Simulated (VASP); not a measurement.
# Zr3PdSe4 (P-6m2) in VASP: density of states with PBE

Aim: the density of states of Zr3PdSe4 with PBE.

Program: VASP 6.6.1. These are calculated values, not measurements. Logs are shortened: lines on timing, memory, paths and dates and some standing lists are left out, and cuts for length are marked.

**1. The structure**

It takes space group P-6m2 (No. 187, hexagonal). The conventional cell has a = 7.164 Å, b = 7.164 Å, c = 3.653 Å, α = 90.00°, β = 90.00°, γ = 120.00°. Around Zr (site symmetry mm2) lie 6 Se at 2.72 to 2.85 Å. Pd (site symmetry -6m2) has 6 Se at 2.75 Å as nearest neighbours. Se (site symmetry mm2) is surrounded by 4 Zr at 2.72 Å and 2 Pd at 2.75 Å. Se (site symmetry -6m2) is surrounded by 6 Zr at 2.85 Å.

The cell was built by a generator and needn't be a form met in nature.

**2. Density of states, PBE**

Input file POSCAR:

```
Zr3PdSe4
1.0
    7.1639380000      0.0000000000      0.0000000000
   -3.5819690000      6.2041530000      0.0000000000
    0.0000000000      0.0000000000      3.6531700000
Zr Pd Se
3 1 4
Direct
    0.0193760000      0.5096880000      0.0000000000
    0.4903120000      0.9806240000      0.0000000000
    0.4903120000      0.5096880000      0.0000000000
    0.0000000000      0.0000000000      0.0000000000
    0.1661410000      0.8338590000      0.5000000000
    0.1661410000      0.3322820000      0.5000000000
    0.6666670000      0.3333330000      0.5000000000
    0.6677180000      0.8338590000      0.5000000000
```

Input file INCAR.step1:

```
PREC = Accurate ; ENCUT = 520
EDIFF = 1E-7 ; ISMEAR = 0
SIGMA = 0.1 ; LREAL = F
LASPH = T ; NELM = 100
ALGO = Normal ; ISIF = 2
LWAVE = F ; LCHARG = T
LMAXMIX = 4 ; GGA = PE
NBANDS = 45 ; KPAR = 4
```

Input file KPOINTS.step1:

```
Automatic mesh
0
Gamma
  6 6 8
```

Input file INCAR.step2:

```
PREC = Accurate ; ENCUT = 520
EDIFF = 1E-7 ; ISMEAR = -5
SIGMA = 0.1 ; LREAL = F
LASPH = T ; NELM = 100
ALGO = Normal ; ISIF = 2
LWAVE = F ; LCHARG = F
LMAXMIX = 4 ; GGA = PE
LORBIT = 10 ; NBANDS = 45
KPAR = 4 ; NEDOS = 1001
ICHARG = 11
```

Input file KPOINTS.step2:

```
Automatic mesh
0
Gamma
  9 9 12
```

Potentials or basis: VASP PAW PBE potentials, release 64 (Zr_sv, Pd, Se).

Started as:

```
cat potpaw_PBE.64/Zr_sv/POTCAR potpaw_PBE.64/Pd/POTCAR potpaw_PBE.64/Se/POTCAR > POTCAR
cp INCAR.step1 INCAR
cp KPOINTS.step1 KPOINTS
mpirun -np 4 vasp_std > vasp.out
cp INCAR.step2 INCAR
cp KPOINTS.step2 KPOINTS
mpirun -np 4 vasp_std > vasp.out
```

OUTCAR:

```text
PREC = Accurate
   ENCUT = 520
   EDIFF = 1E-7
   ISMEAR = -5
   LREAL = F
   LASPH = T
   NELM = 100
   ISIF = 2
   GGA = PE
   LORBIT = 10
   ICHARG = 11

 ion  position               nearest neighbor table
   1  0.019  0.510  0.000-   6 2.72   6 2.72   5 2.72   5 2.72   7 2.85   7 2.85   3 3.37   2 3.37
                             4 3.58   4 3.58   3 3.79   2 3.79
   2  0.490  0.981  0.000-   5 2.72   8 2.72   5 2.72   8 2.72   7 2.85   7 2.85   1 3.37   3 3.37
                             4 3.58   4 3.58   3 3.79   1 3.79
   3  0.490  0.510  0.000-   6 2.72   6 2.72   8 2.72   8 2.72   7 2.85   7 2.85   1 3.37   2 3.37
                             4 3.58   4 3.58   1 3.79   2 3.79
   4  0.000  0.000  0.000-   8 2.75   8 2.75   5 2.75   5 2.75   6 2.75   6 2.75   2 3.58   2 3.58
                             3 3.58   1 3.58   1 3.58   3 3.58
   5  0.166  0.834  0.500-   2 2.72   2 2.72   1 2.72   1 2.72   4 2.75   4 2.75
   6  0.166  0.332  0.500-   1 2.72   3 2.72   1 2.72   3 2.72   4 2.75   4 2.75
   7  0.667  0.333  0.500-   1 2.85   1 2.85   2 2.85   2 2.85   3 2.85   3 2.85
   8  0.668  0.834  0.500-   2 2.72   2 2.72   3 2.72   3 2.72   4 2.75   4 2.75

  LATTYP: Found a hexagonal cell.
 ALAT       =     7.1639380000
 C/A-ratio  =     0.5099388074

  Lattice vectors:

 A1 = (   7.1639380000,   0.0000000000,   0.0000000000)
 A2 = (  -3.5819690000,   6.2041530000,   0.0000000000)
 A3 = (   0.0000000000,   0.0000000000,   3.6531700000)

Analysis of symmetry for initial positions (statically):
=====================================================================
 Subroutine PRICEL returns:
 Original cell was already a primitive cell.

 Routine SETGRP: Setting up the symmetry group for a
 hexagonal supercell.

 Subroutine GETGRP returns: Found 12 space group operations
 (whereof 12 operations were pure point group operations)
 out of a pool of 24 trial point group operations.

The static configuration has the point symmetry D_3h.

Analysis of symmetry for dynamics (positions and initial velocities):
=====================================================================
 Subroutine PRICEL returns:
 Original cell was already a primitive cell.

 Routine SETGRP: Setting up the symmetry group for a
 hexagonal supercell.

 Subroutine GETGRP returns: Found 12 space group operations
 (whereof 12 operations were pure point group operations)
 out of a pool of 24 trial point group operations.

The dynamic configuration has the point symmetry D_3h.

 Subroutine INISYM returns: Found 12 space group operations
 (whereof 12 operations are pure point group operations),
 and found     1 'primitive' translations

----------------------------------------------------------------------------------------

                                     Primitive cell

  volume of cell :     162.3694

  direct lattice vectors                    reciprocal lattice vectors
     7.163938000  0.000000000  0.000000000     0.139588031  0.080591178  0.000000000
    -3.581969000  6.204153000  0.000000000     0.000000000  0.161182356  0.000000000
     0.000000000  0.000000000  3.653170000     0.000000000  0.000000000  0.273734866

  length of vectors
     7.163938000  7.163938607  3.653170000     0.161182370  0.161182356  0.273734866

  position of ions in fractional coordinates (direct lattice)
     0.019376000  0.509688000  0.000000000
     0.490312000  0.980624000  0.000000000
     0.490312000  0.509688000  0.000000000
     0.000000000  0.000000000  0.000000000
     0.166141000  0.833859000  0.500000000
     0.166141000  0.332282000  0.500000000
     0.666667000  0.333333000  0.500000000
     0.667718000  0.833859000  0.500000000

  ion indices of the primitive-cell ions
   primitive index   ion index
                 1           1
                 2           2
                 3           3
                 4           4
                 5           5
                 6           6
                 7           7
                 8           8

----------------------------------------------------------------------------------------

 KPOINTS: Automatic mesh

Automatic generation of k-mesh.
 Grid dimensions read from file:
 generate k-points for:    9    9   12

 Generating k-lattice:

  Cartesian coordinates                     Fractional coordinates (reciprocal lattice)
     0.015509781  0.008954575  0.000000000     0.111111111 -0.000000000  0.000000000
     0.000000000  0.017909151  0.000000000     0.000000000  0.111111111  0.000000000
     0.000000000  0.000000000  0.022811239     0.000000000  0.000000000  0.083333333

  Length of vectors
     0.017909152  0.017909151  0.022811239

  Shift w.r.t. Gamma in fractional coordinates (k-lattice)
     0.000000000  0.000000000  0.000000000

 TETIRR: Found    984 inequivalent tetrahedra from     5832

 Subroutine IBZKPT returns following result:
 ===========================================

 Found     84 irreducible k-points:

 Following reciprocal coordinates:
            Coordinates               Weight
  0.000000  0.000000  0.000000      1.000000
  0.111111  0.000000  0.000000      6.000000
  0.222222  0.000000  0.000000      6.000000
  0.333333  0.000000  0.000000      6.000000
  0.444444  0.000000  0.000000      6.000000
  0.111111  0.111111  0.000000      6.000000
[... 16 lines left out ...]
  0.333333  0.222222  0.083333     24.000000
  0.333333  0.333333  0.083333      4.000000
 [... further k-points ...]
   k-points           NKPTS =     84   k-points in BZ     NKDIM =     84   number of bands    NBANDS=     45
   number of dos      NEDOS =   1001   number of ions     NIONS =      8
   total plane-waves  NPLWV =  81648
   dimension x,y,z NGX =    54 NGY =   54 NGZ =   28
   dimension x,y,z NGXF=   108 NGYF=  108 NGZF=   56
   ions per type =               3   1   4
   NGX,Y,Z   is equivalent  to a cutoff of  12.53, 12.53, 12.74 a.u.
   NGXF,Y,Z  is equivalent  to a cutoff of  25.06, 25.06, 25.48 a.u.
 SYSTEM =  unknown system
   PREC   = accura    normal or accurate (medium, high low for compatibility)
   ISTART =      0    job   : 0-new  1-cont  2-samecut
   ICHARG =     11    charge: 1-file 2-atom 10-const
   ISPIN  =      1    spin polarized calculation?
   LNONCOLLINEAR =      F non collinear calculations
   LSORBIT =      F    spin-orbit coupling
   LASPH  =      T    aspherical Exc in radial PAW
   ENCUT  =  520.0 eV  38.22 Ry    6.18 a.u.  13.32 13.32  6.79*2*pi/ulx,y,z
   NELM   =    100;   NELMIN=  2; NELMDL=  0     # of ELM steps
   EDIFF  = 0.1E-06   stopping-criterion for ELM
   LREAL  =      F    real-space projection
   EDIFFG = 0.1E-05   stopping-criterion for IOM
   NSW    =      0    number of steps for IOM
   IBRION =     -1    ionic relax: 0-MD 1-quasi-New 2-CG
   NFREE  =      0    steps in history (QN), initial steepest desc. (CG)
   ISIF   =      2    stress and relaxation
   ISYM   =      2    0-nonsym 1-usesym 2-fastsym
   POTIM  = 0.5000    time-step for ionic-motion
   TEBEG  =    0.0;   TEEND  =   0.0 temperature during run
   PSTRESS=    0.0 pullay stress
   NELECT =      70.0000    total number of electrons
   NUPDOWN=      -1.0000    fix difference up-down
   EMIN   =  10.00;   EMAX   =-10.00  energy-range for DOS
   EFERMI =   0.00;   METHOD = LEGACY
   ISMEAR =    -5;   SIGMA  =   0.10  broadening in eV -4-tet -1-fermi 0-gaus
   EFERMI_NEDOS =   21; number of points for ismear=-14 and -15
   IALGO  =     38    algorithm
   IMIX   =      4    mixing-type and parameters
     AMIX     =   0.40;   BMIX     =  1.00
     AMIX_MAG =   1.60;   BMIX_MAG =  1.00
  volume/ion in A,a.u.               =      20.30       136.97
  Fermi-wavevector in a.u.,A,eV,Ry     =   1.236724  2.337069 20.809923  1.529486
  Thomas-Fermi vector in A             =   2.371321
   LORBIT       =     10    0 simple, 1 ext, 2 COOP (PROOUT), +10 PAW based schemes
   GGA     = PE    functional components
   LHFCALC =     F    Hartree Fock is set to
   AEXX    =    0.0000 exact exchange contribution
   IVDW    =     0    specifies the selected vdW correction
   LEPSILON=     F    determine dielectric tensor
   LRPA    =     F    only Hartree local field effects (RPA)
 non-spin polarized calculation
 Fermi weights with tetrahedron method with Bloechl corrections
  energy-cutoff  :      520.00
  volume of cell :      162.37
 maximum number of plane-waves:      4404
 NGX is ok and might be reduce to    54

 number of electron      70.0000006 magnetization

 Free energy of the ion-electron system (eV)
  ---------------------------------------------------
  ext. energy  EPLUGINS =         0.00000000
  ---------------------------------------------------
  free energy    TOTEN  =       -53.19543502 eV

  energy without entropy =      -53.19543502  energy(sigma->0) =      -53.19543502

 E-fermi :   8.2208     XC(G=0): -10.9838

 val. band max:        8.2353840210   @ k =   0.4444   0.0000   0.1667
 cond. band min:       8.1663639903   @ k =   0.3333   0.1111   0.5000
 fundamental gap:     -0.0690200307
 Fermi energy:         8.2208487204

 k-point     1 :       0.0000    0.0000    0.0000
  band No.  band energies     occupation
      1     -41.4503      2.00000
      2     -41.4267      2.00000
      3     -41.4266      2.00000
      4     -19.6552      2.00000
      5     -19.6552      2.00000
      6     -19.5631      2.00000
[... 37 lines left out ...]
     44      11.0049      0.00000
     45      11.0421      0.00000
[... 1063 lines left out ...]
      5     -19.6266      2.00000
      6     -19.5335      2.00000
[... 37 lines left out ...]
     44      10.4766      0.00000
     45      10.8524      0.00000

 [... further k-points ...]

------------------------ aborting loop because EDIFF is reached ----------------------------------------

  FORCE on cell =-STRESS in cart. coord.  units (eV):
  Direction    XX          YY          ZZ          XY          YZ          ZX
  --------------------------------------------------------------------------------------
  -------------------------------------------------------------------------------------
  Total       -0.1628752     -0.1628752     -0.0191535      0.0000000     -0.0000000      0.0000000
  in kB       -1.6071682     -1.6071685     -0.1889966      0.0000000     -0.0000000      0.0000000
  external PRESSURE =      -1.1344444 kB  Pullay stress =       0.0000000 kB

 VOLUME and BASIS-vectors are now :
 -----------------------------------------------------------------------------
  energy-cutoff  :      520.00
  volume of cell :      162.37
      direct lattice vectors                 reciprocal lattice vectors
     7.163938000  0.000000000  0.000000000     0.139588031  0.080591178  0.000000000
    -3.581969000  6.204153000  0.000000000     0.000000000  0.161182356  0.000000000
     0.000000000  0.000000000  3.653170000     0.000000000  0.000000000  0.273734866

 POSITION                                       TOTAL-FORCE (eV/Angst)
 -----------------------------------------------------------------------------------
     -1.68688      3.16218      0.00000         0.009540      0.005508      0.000000
      0.00000      6.08394      0.00000         0.000000     -0.011016      0.000000
      1.68688      3.16218      0.00000        -0.009540      0.005508      0.000000
      0.00000      0.00000      0.00000         0.000000     -0.000000      0.000000
     -1.79663      5.17339      1.82658        -0.008086      0.004668     -0.000000
      0.00000      2.06153      1.82658         0.000000     -0.009337      0.000000
      3.58197      2.06805      1.82658         0.000000     -0.000000      0.000000
      1.79663      5.17339      1.82658         0.008086      0.004668     -0.000000
 -----------------------------------------------------------------------------------
    total drift:                               -0.001116      0.000653      0.000000

  FREE ENERGIE OF THE ION-ELECTRON SYSTEM (eV)
  ---------------------------------------------------
  free  energy   TOTEN  =       -53.1954350172 eV

  energy  without entropy=      -53.1954350172  energy(sigma->0) =      -53.19543502

 total charge

# of ion       s       p       d       tot
------------------------------------------
    1        2.141   5.971   1.634   9.747
    2        2.141   5.971   1.634   9.747
    3        2.141   5.971   1.634   9.747
    4        0.325   0.318   8.645   9.287
    5        1.448   2.399   0.066   3.913
    6        1.448   2.399   0.066   3.913
    7        1.432   2.428   0.049   3.908
    8        1.448   2.399   0.066   3.913
--------------------------------------------------
tot         12.523  27.857  13.794  54.174
```

Wall time 5.6 min (4 MPI ranks of AMD EPYC 7R43 (Zen 3), shared host); peak memory 0.59 GiB.

Results:

- Valence electrons inside the program's atomic spheres: Zr 9.75; Pd 9.29; Se 3.91

Levels at points of the mesh, in eV from the Fermi level:
```
           k point  band 33  band 34  band 35  band 36  band 37  band 38
(0.00, 0.00, 0.00)    -1.63    -1.63    -0.13    -0.13     0.97     0.97
(0.00, 0.00, 0.50)    -0.66    -0.50    -0.18    -0.18     1.37     1.37
```

States per cell in windows of 0.5 eV (zero at the Fermi level; states under -8 eV left out):
```tsv
from (eV)	total	Pd4_d	Zr1_d	Zr2_d	Zr3_d	Se5_p	Se6_p
-8.0	0.00	0.00	0.00	0.00	0.00	0.00	0.00
-7.5	0.01	0.00	0.00	0.00	0.00	0.00	0.00
-7.0	0.30	0.00	0.00	0.00	0.00	0.02	0.02
-6.5	2.18	0.06	0.04	0.04	0.04	0.18	0.18
-6.0	3.97	0.18	0.10	0.10	0.10	0.32	0.32
-5.5	2.74	0.17	0.07	0.07	0.07	0.24	0.24
-5.0	2.94	0.26	0.08	0.08	0.08	0.26	0.26
-4.5	4.39	0.61	0.14	0.14	0.14	0.40	0.40
-4.0	3.49	0.54	0.12	0.12	0.12	0.30	0.30
-3.5	3.37	0.61	0.12	0.12	0.12	0.26	0.26
-3.0	1.34	0.36	0.05	0.05	0.05	0.09	0.09
-2.5	4.54	2.86	0.13	0.13	0.13	0.09	0.09
-2.0	3.68	1.95	0.18	0.18	0.18	0.10	0.10
-1.5	1.55	0.59	0.11	0.11	0.11	0.05	0.05
-1.0	1.89	0.35	0.21	0.21	0.21	0.04	0.04
-0.5	2.47	0.48	0.28	0.28	0.28	0.07	0.07
0.0	2.12	0.28	0.28	0.28	0.28	0.06	0.06
0.5	2.40	0.20	0.42	0.42	0.42	0.03	0.03
1.0	3.55	0.10	0.73	0.73	0.73	0.03	0.03
1.5	3.38	0.06	0.63	0.63	0.63	0.06	0.06
2.0	4.87	0.05	0.97	0.97	0.97	0.08	0.08
2.5	3.24	0.03	0.69	0.69	0.69	0.06	0.06
3.0	0.99	0.01	0.20	0.20	0.20	0.02	0.02
3.5	0.00	0.00	0.00	0.00	0.00	0.00	0.00
4.0	0.00	0.00	0.00	0.00	0.00	0.00	0.00
4.5	0.00	0.00	0.00	0.00	0.00	0.00	0.00
5.0	0.00	0.00	0.00	0.00	0.00	0.00	0.00
5.5	0.00	0.00	0.00	0.00	0.00	0.00	0.00
```

Caveat: tetrahedron occupations give inexact forces and stress in metals.
